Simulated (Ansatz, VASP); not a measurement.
# Al38P12O87 (glassy 76Al2O3-24P2O5 (mol %)) in two plane-wave programs

Wanted: the spread between two codes on one cell, functional and k mesh. The cell is taken from a series of runs on this material, whose earlier steps may have relaxed, scaled, displaced or heated it; both programs get it as it stands.

Main program and level: Ansatz 0.2.0; plane waves, with VASP 6.6.1 beside it; single point at PBE.

## 1. Set-up

The cell holds 137 atoms: 38 Al, 12 P and 87 O. Its edges and angles: a = 11.638 Å, b = 11.638 Å, c = 11.638 Å, α = 90.0°, β = 90.0°, γ = 90.0°. As first built, before any earlier steps moved the atoms (in the runner's words): 137 atoms (38 Al, 12 P, 87 O) placed at random at 2.77 g/cm^3, melted at 4000 K for 10 ps at fixed volume with the Morse and Coulomb pair potential with partial charges (Pedone, Malavasi, Menziani, Cormack and Segre, J. Phys. Chem. B 110, 11780 (2006)). Quenched from 4000 K to 300 K at 50 K/ps and fixed volume, held 10 ps at zero pressure.

## 2. Ansatz: single point, PBE

Ansatz runs on its PAW soft_1 files.

A single point gives forces, pressure and levels at one fixed geometry, so differences don't come from the geometry; what else differs is listed under the comparison.

Contents of input.yaml:

```yaml
crystal:
  lattice:
    - [11.63754, 0.0, 0.0]
    - [0.0, 11.63754, 0.0]
    - [0.0, 0.0, 11.63754]
  atoms:
    - { symbol: Al, position: [0.6897, 0.09946, 0.42235] }
    - { symbol: Al, position: [0.88088, 0.00543, 0.57009] }
    - { symbol: Al, position: [0.08938, 0.39446, 0.34065] }
    - { symbol: Al, position: [0.61556, 0.33146, 0.54655] }
    - { symbol: Al, position: [0.83604, 0.48402, 0.57258] }
    - { symbol: Al, position: [0.10886, 0.08613, 0.14553] }
    - { symbol: Al, position: [0.0868, 0.05226, 0.71227] }
    - { symbol: Al, position: [0.12824, 0.22355, 0.52824] }
    - { symbol: Al, position: [0.90742, 0.45259, 0.01998] }
    - { symbol: Al, position: [0.54312, 0.99118, 0.92268] }
    - { symbol: Al, position: [0.28966, 0.83608, 0.27598] }
    - { symbol: Al, position: [0.50617, 0.2224, 0.33178] }
    - { symbol: Al, position: [0.86703, 0.71156, 0.15582] }
    - { symbol: Al, position: [0.00708, 0.87192, 0.02625] }
    - { symbol: Al, position: [0.32145, 0.07697, 0.60902] }
    - { symbol: Al, position: [0.50503, 0.42208, 0.78396] }
    - { symbol: Al, position: [0.30056, 0.12443, 0.33948] }
    - { symbol: Al, position: [0.71794, 0.8581, 0.44397] }
    - { symbol: Al, position: [0.37075, 0.22247, 0.94283] }
    - { symbol: Al, position: [0.12956, 0.27564, 0.86854] }
    - { symbol: Al, position: [0.36623, 0.73439, 0.62126] }
    - { symbol: Al, position: [0.87695, 0.66113, 0.88466] }
    - { symbol: Al, position: [0.19405, 0.01746, 0.91991] }
    - { symbol: Al, position: [0.14595, 0.33432, 0.0941] }
    - { symbol: Al, position: [0.50022, 0.18819, 0.74784] }
    - { symbol: Al, position: [0.73013, 0.86157, 0.73974] }
    - { symbol: Al, position: [0.80032, 0.01838, 0.94987] }
    - { symbol: Al, position: [0.9893, 0.85988, 0.79478] }
    - { symbol: Al, position: [0.87165, 0.25776, 0.61115] }
    - { symbol: Al, position: [0.09136, 0.60059, 0.96708] }
[... 101 atom lines left out ...]
    - { symbol: O, position: [0.68752, 0.96393, 0.85617] }
    - { symbol: O, position: [0.50826, 0.13496, 0.88684] }
    - { symbol: O, position: [0.92055, 0.85726, 0.15018] }
    - { symbol: O, position: [0.10416, 0.57305, 0.62239] }
    - { symbol: O, position: [0.20464, 0.59894, 0.86668] }
    - { symbol: O, position: [0.81963, 0.38255, 0.91587] }
kpoints:
  mp_grid: { grid: [1, 1, 1] }
hamiltonian:
  xc: pbe
  pseudopotentials: { kind: paw, azcp: { folder: soft_1 } }
scf:
  occupations: { method: fixed }
output:
  forces: true
  stress: true
  populations: true
  dos:
    method: { smearing: { sigma: 0.15 } }
    de: 0.1
    projected: { site_lists: { Al: [Al], O: [O], P: [P] } }
  eigenvalues: true
```

Launch:

```console
$ ansatz run input.yaml --threads 4 --pin off --max-ram 8192MiB --backend cpu --events-out ev --progress --plain --runs-dir out
```

Numbers of over 12 decimals in the logs are rounded to 6 here.

Log:

```text
Engine: ansatz 0.2.0, x86_64-unknown-linux-gnu
Pseudopotentials: kind: paw
Pseudopotential: Al, paw, valence charge 3, recommended cutoff 420 eV (normal), soft_1/Al.paw.azcp
Pseudopotential: P, paw, valence charge 5, recommended cutoff 420 eV (normal), soft_1/P.paw.azcp
Pseudopotential: O, paw, valence charge 6, recommended cutoff 420 eV (normal), soft_1/O.paw.azcp
Functional definition: PBE
  parameter kappa = 0.804
  parameter beta = 0.066725
  exchange = pbe_x(kappa = kappa, mu = beta*pi^2/3)
  correlation = pbe_c(beta = beta)
Crystal: 137 atoms, lattice volume = 1576.099 Å³
Basis set: ecut = 420 eV, 31031 PW (Γ), exchange–correlation on 160×160×160 points (8 copies of the dense FFT grid, shifted against one another)
Bands: 485, of which v1, the nominal top of the filled ones, is band 348 counted from 1 (347 counted from 0)
Symmetry: 1 space group operations
Space group: P1 (ITA 1), of the structure as read, at distance tolerance 1.2e-4 Å
k-points: 1
Non-local potential: Al, projectors of the file, l = 0: 2, l = 1: 2, l = 2: 1
Non-local potential: P, projectors of the file, l = 0: 2, l = 1: 2, l = 2: 1
Non-local potential: O, projectors of the file, l = 0: 2, l = 1: 2, l = 2: 1
PAW form: soft (Blöchl's): semilocal exchange-correlation on the pseudo side does not see the compensation charge
PAW one-centre angular grid: Al, 110 points (default); XC on 64 Gauss nodes
PAW one-centre angular grid: P, 110 points (default); XC on 64 Gauss nodes
PAW one-centre angular grid: O, 110 points (default); XC on 64 Gauss nodes
Initial density: superposition of atomic densities (chi_scale 0.1, normalization cell, long waves kept (reshape's long-wave potential 0.56 eV rms))
Initial wavefunctions: pseudopotential atomic-orbital guess
Functional: x = pbe(κ = 0.804, μ = 0.219515), c = pbe(β = 0.066725)
SCF iter   1: F=—  HF=-79086.067438 eV  |F-HF|=—  |Δ(HF+E_count)|=         —  Δρ=1.33e-1  dr2=2.77e2  ethr=3.10e-3  ⟨swp⟩=5.0  Hψ=1784  notcnv=0  defer=134
preconditioner: auto → Resta (q_TF=auto, 2.381 Å⁻¹)  ε∞=3.0  [insulator: Δε(μ)=4.159 eV  Ē_g=17.358 eV  n_scr=364 (ndim 8)  ℏωp=24.7 eV  f_vac=0.021  ε∞_Penn≈3.0]
SCF iter   2: F=—  HF=-79011.256156 eV  |F-HF|=—  |Δ(HF+E_count)|=    7.48e1  Δρ=4.55e-2  dr2=1.88e1  ethr=3.10e-3  ⟨swp⟩=5.0  Hψ=1159  notcnv=0  defer=134
SCF iter   3: F=—  HF=-79008.307493 eV  |F-HF|=—  |Δ(HF+E_count)|=    2.95e0  Δρ=2.25e-2  dr2=6.02e0  ethr=2.70e-3  ⟨swp⟩=2.0  Hψ=563  notcnv=0  defer=133
SCF iter   4: F=—  HF=-79007.828998 eV  |F-HF|=—  |Δ(HF+E_count)|=   4.78e-1  Δρ=5.06e-3  dr2=3.09e-1  ethr=8.66e-4  ⟨swp⟩=4.0  Hψ=630  notcnv=0  defer=135
SCF iter   5: F=—  HF=-79007.820027 eV  |F-HF|=—  |Δ(HF+E_count)|=   8.97e-3  Δρ=2.06e-3  dr2=5.55e-2  ethr=4.43e-5  ⟨swp⟩=3.0  Hψ=900  notcnv=0  defer=135
SCF iter   6: F=—  HF=-79007.844825 eV  |F-HF|=—  |Δ(HF+E_count)|=   2.48e-2  Δρ=6.81e-4  dr2=7.47e-3  ethr=7.98e-6  ⟨swp⟩=3.0  Hψ=712  notcnv=0  defer=135
SCF iter   7: F=—  HF=-79007.849165 eV  |F-HF|=—  |Δ(HF+E_count)|=   4.34e-3  Δρ=2.92e-4  dr2=1.26e-3  ethr=1.07e-6  ⟨swp⟩=3.0  Hψ=704  notcnv=0  defer=135
SCF iter   8: F=—  HF=-79007.849729 eV  |F-HF|=—  |Δ(HF+E_count)|=   5.64e-4  Δρ=7.35e-5  dr2=1.02e-4  ethr=1.81e-7  ⟨swp⟩=3.0  Hψ=769  notcnv=0  defer=135
SCF iter   9: F=—  HF=-79007.849856 eV  |F-HF|=—  |Δ(HF+E_count)|=   1.27e-4  Δρ=4.86e-5  dr2=2.97e-5  ethr=1.46e-8  ⟨swp⟩=3.0  Hψ=718  notcnv=0  defer=133
SCF iter  10: F=—  HF=-79007.850098 eV  |F-HF|=—  |Δ(HF+E_count)|=   2.41e-4  Δρ=1.69e-5  dr2=3.83e-6  ethr=4.27e-9  ⟨swp⟩=3.0  Hψ=834  notcnv=0  defer=133
SCF iter  11: F=—  HF=-79007.850100 eV  |F-HF|=—  |Δ(HF+E_count)|=   2.10e-6  Δρ=4.64e-6  dr2=3.69e-7  ethr=5.50e-10  ⟨swp⟩=3.0  Hψ=847  notcnv=0  defer=133
SCF iter  12: F=—  HF=-79007.850100 eV  |F-HF|=—  |Δ(HF+E_count)|=   5.14e-7  Δρ=3.46e-6  dr2=1.48e-7  ethr=1.44e-11  ⟨swp⟩=20.0  Hψ=4227  notcnv=0
SCF iter  13: F=-79007.850100 eV  HF=-79007.850100 eV  |F-HF|=4.83e-9  |Δ(HF+E_count)|=   1.16e-8  Δρ=9.89e-7  dr2=1.09e-8  ethr=1.44e-11  ⟨swp⟩=4.0  Hψ=1337  notcnv=0
SCF 1 converged in 13 iterations: F = -79007.850100 eV  dr2 = 1.09e-8
  greatest PAW one-centre occupation: 0.867 electrons in one spin orbital (limit 2), on the O atom at site 74 (counted from 0), in its partial waves of l = 0
SCF converged after 13 iterations
Free energy (F): -79007.850100 eV
Harris-Foulkes:  -79007.850100 eV  (|F-HF|=4.83e-9)
Internal energy: -79007.850100 eV  (E = F + TS)
E sigma→0 (E₀):  -79007.850100 eV
Fermi energy:    5.317179 eV
--- Per-component energies (eV) ---
  E_band       = -1969.963722
  E_kinetic    = 16819.616950
  E_local      = -40963.205529  (includes V_loc(G=0)·N_el)
  E_nonlocal   = 5285.509537
  E_hartree    = 15442.092318
  E_xc         = -8634.119709
  E_vxc        = -9916.985933  (∫ρ·V_xc dr)
  E_paw        = -38758.631121  (= ΣΔE_a)
  E_vpaw       = -4079.158640  (= ΣTr[D̂ρ^β])
[...]
atom 126  O      0.15890516    -0.12410211    -0.19821567
  atom 127  O     -0.06456381    -0.30015133    -0.03836412
  atom 128  O     -0.20209591    -0.05170642    -0.01391484
  atom 129  O     -0.04549560    -0.17890759     0.01833564
  atom 130  O      0.00806766     0.10379346    -0.12932463
  atom 131  O      0.03983478     0.04314814     0.00542962
  atom 132  O      0.09777570    -0.04718055    -0.11833844
  atom 133  O      0.03948781     0.10852005    -0.07630337
  atom 134  O     -0.00133965    -0.18227659    -0.03099046
  atom 135  O     -0.02678954    -0.00904400     0.01883337
  atom 136  O     -0.02843633    -0.01963837    -0.00271886
  atom 137  O      0.00170606     0.05544312    -0.01699571
  max |Σ_I F_I| component: 1.54e-4 eV/Å
--- Stress (GPa, compression-positive) ---
        4.054628       1.605708      -0.604417
        1.605708       3.590217      -0.129398
       -0.604419      -0.129402       3.757791
  P = ⅓ Tr σ = 3.8009 GPa (38.009 kbar)
--- Band table (eV) ---
  k-point 0: bands = [... 344 lower, 4.4387, 4.5640, 4.8104, 5.3172, 8.4495, 9.7313, 9.9125, 10.0057, ... 133 higher]
--- Löwdin populations: 137 sites ---
  site symbol       q [e]
     0     Al      1.6578
     1     Al      1.6427
     2     Al      1.6642
     3     Al      1.6195
     4     Al      1.6001
     5     Al      1.6647
     6     Al      1.6798
     7     Al      1.6660
     8     Al      1.6364
     9     Al      1.6501
    10     Al      1.6062
    11     Al      1.6783
    12     Al      1.6236
    13     Al      1.6551
    14     Al      1.6743
    15     Al      1.6737
    16     Al      1.6948
    17     Al      1.6583
    18     Al      1.6687
    19     Al      1.6517
    20     Al      1.5843
    21     Al      1.6730
    22     Al      1.5978
    23     Al      1.6812
[...]
129      O      6.7546
   130      O      6.7623
   131      O      6.8228
   132      O      6.8432
   133      O      6.8248
   134      O      6.7555
   135      O      6.7736
   136      O      6.7445
  spilling = 0.011501 (of n_electrons = 696.000000)
```

In the SCF lines HF is the Harris–Foulkes energy and dr2 the Hartree energy of the density residual, in eV; the loop may stop once dr2 is under the threshold and the program's other checks hold. Hψ counts applications of the Hamiltonian.

## 3. VASP: single point, PBE

The same cell, functional and mesh now go to VASP, with its own data sets.

Lines of VASP's logs that name or quote its potential files are left out, and so is its time.

Contents of INCAR:

```
SYSTEM = Al38P12O87
PREC = Accurate
ENCUT = 600
EDIFF = 1E-06
NELM = 120
ISMEAR = 0
SIGMA = 0.01
LREAL = Auto
ALGO = Normal
GGA = PE
NBANDS = 443
LORBIT = 11
LWAVE = .FALSE.
LCHARG = .FALSE.
ISIF = 2
LASPH = .TRUE.
GGA_COMPAT = .FALSE.
EFERMI = MIDGAP
```

Contents of POSCAR:

```
Al38P12O87
1.0
   11.6375400000      0.0000000000      0.0000000000
    0.0000000000     11.6375400000      0.0000000000
    0.0000000000      0.0000000000     11.6375400000
Al P O
38 12 87
Direct
    0.6897000000      0.0994600000      0.4223500000
    0.8808800000      0.0054300000      0.5700900000
    0.0893800000      0.3944600000      0.3406500000
    0.6155600000      0.3314600000      0.5465500000
    0.8360400000      0.4840200000      0.5725800000
    0.1088600000      0.0861300000      0.1455300000
    0.0868000000      0.0522600000      0.7122700000
    0.1282400000      0.2235500000      0.5282400000
    0.9074200000      0.4525900000      0.0199800000
    0.5431200000      0.9911800000      0.9226800000
    0.2896600000      0.8360800000      0.2759800000
    0.5061700000      0.2224000000      0.3317800000
    0.8670300000      0.7115600000      0.1558200000
    0.0070800000      0.8719200000      0.0262500000
    0.3214500000      0.0769700000      0.6090200000
    0.5050300000      0.4220800000      0.7839600000
    0.3005600000      0.1244300000      0.3394800000
    0.7179400000      0.8581000000      0.4439700000
    0.3707500000      0.2224700000      0.9428300000
    0.1295600000      0.2756400000      0.8685400000
    0.3662300000      0.7343900000      0.6212600000
    0.8769500000      0.6611300000      0.8846600000
    0.1940500000      0.0174600000      0.9199100000
    0.1459500000      0.3343200000      0.0941000000
    0.5002200000      0.1881900000      0.7478400000
    0.7301300000      0.8615700000      0.7397400000
    0.8003200000      0.0183800000      0.9498700000
    0.9893000000      0.8598800000      0.7947800000
    0.8716500000      0.2577600000      0.6111500000
    0.0913600000      0.6005900000      0.9670800000
[... 101 atom lines left out ...]
    0.6875200000      0.9639300000      0.8561700000
    0.5082600000      0.1349600000      0.8868400000
    0.9205500000      0.8572600000      0.1501800000
    0.1041600000      0.5730500000      0.6223900000
    0.2046400000      0.5989400000      0.8666800000
    0.8196300000      0.3825500000      0.9158700000
```

Contents of KPOINTS:

```
Automatic mesh
0
Gamma
1 1 1
0 0 0
```

Potentials, in the order of the species: Al, P and O (PBE family, release 64).

Launch:

```console
$ export OMP_NUM_THREADS=3
$ mpirun -np 1 vasp_gam
```

Log:

```text
[banner, memory and clock lines left out]
running    1 mpi-ranks, on    1 nodes
[...]
Offloading initialized ...    1 GPUs detected
[...]
LDA part: xc-table for (Slater+PW92), standard interpolation
 POSCAR, INCAR and KPOINTS ok, starting setup
[...]
entering main loop
       N       E                     dE             d eps       ncg     rms          rms(c)
DAV:   1     0.669370724854E+04    0.66937E+04   -0.45086E+05   894   0.175E+03
DAV:   2    -0.569488920292E+03   -0.72632E+04   -0.70213E+04  1097   0.394E+02
DAV:   3    -0.113718831088E+04   -0.56770E+03   -0.56363E+03  1036   0.116E+02
DAV:   4    -0.114863809836E+04   -0.11450E+02   -0.11399E+02  1052   0.177E+01
[...]
DAV:  19    -0.100418768407E+04    0.62209E-09   -0.11575E-05  1036   0.555E-03    0.146E-02
DAV:  20    -0.100418768240E+04    0.16730E-05   -0.56964E-06   940   0.484E-03    0.763E-03
DAV:  21    -0.100418768201E+04    0.38098E-06   -0.67161E-06  1004   0.561E-03
   1 F= -.10041877E+04 E0= -.10041877E+04  d E =0.000000E+00
```

Parts of OUTCAR (step 3):

```text
  FREE ENERGIE OF THE ION-ELECTRON SYSTEM (eV)
  ---------------------------------------------------
  free  energy   TOTEN  =     -1004.1876820146 eV

  energy  without entropy=    -1004.1876820146  energy(sigma->0) =    -1004.18768201

[... 2 further parts left out ...]
[key lines of the parts left out:]
E-fermi :   5.4953
```

The run ends at a pressure of 3.19 GPa, with forces up to 1.3 eV/Å.

## 4. Side by side

Known differences besides the potentials themselves: fixed occupations in Ansatz, narrow Gaussian smearing in VASP; the cutoff is 420 eV in Ansatz and 600 eV in VASP (PREC = Accurate, projectors in real space). Total energies have different zeros and are not compared.

Both answers:

| quantity | Ansatz | VASP | difference |
| --- | --- | --- | --- |
| pressure (GPa) | 3.80 | 3.19 | +0.62 |
| gap on the k mesh (eV) | 3.132 | 3.117 | +0.016 |

Forces on 10 of the 137 atoms, those with the largest forces and the largest differences (eV/Å; atoms numbered as in POSCAR):

| atom | Ansatz x, y, z | VASP x, y, z |
| --- | --- | --- |
| Al1 | -0.426, 0.337, -0.907 | -0.432, 0.319, -0.893 |
| Al12 | -0.233, -1.112, -0.596 | -0.219, -1.113, -0.589 |
| Al17 | 1.051, 0.265, -0.863 | 1.038, 0.252, -0.817 |
| Al34 | 0.347, 0.652, 0.979 | 0.349, 0.634, 0.968 |
| Al37 | -0.434, 0.055, 0.989 | -0.419, 0.060, 0.989 |
| O65 | -0.897, -0.318, 0.021 | -0.890, -0.319, 0.007 |
| O66 | -0.925, -0.180, -0.257 | -0.923, -0.177, -0.250 |
| O102 | -0.012, -0.016, 0.003 | -0.044, 0.003, 0.118 |
| O108 | -0.027, -0.076, -0.023 | -0.076, -0.150, -0.113 |
| O131 | 0.040, 0.043, 0.005 | 0.138, 0.106, 0.040 |

The forces differ by 35 meV/Å r.m.s., which is 16.1 % of the r.m.s. force of 0.221 eV/Å (both taken over all components). A gap on the mesh is an upper bound, since the band edges may lie between its points.

## 5. Summary of results

```yaml
r_m_s_force_difference_single_point_pbe: 16 % of the r.m.s. force
difference_in_pressure_single_point_pbe: 0.62 GPa
```

**Reading.** The r.m.s. force difference is 16 % of the r.m.s. force (single point, PBE), beyond the 3 % picked in this series as the mark of a large difference. What causes the difference of the single point, PBE pair stays open here. Such differences can come from data sets, numerical settings and the points named under the comparisons, not from the functional's error against experiment.

[Lines on the potential files, build, host, timing and source positions are cut from VASP's logs without a mark.]

[Logs are printed without paths, hosts, clocks, repeated set-up lines and the standing remarks that a program may print on its own settings, such as how far it seeks lower states.]

[Hosts, paths, dates, database ids (printed as entryN), source tags and the programs' standing remarks are cut or masked in the printed files.]
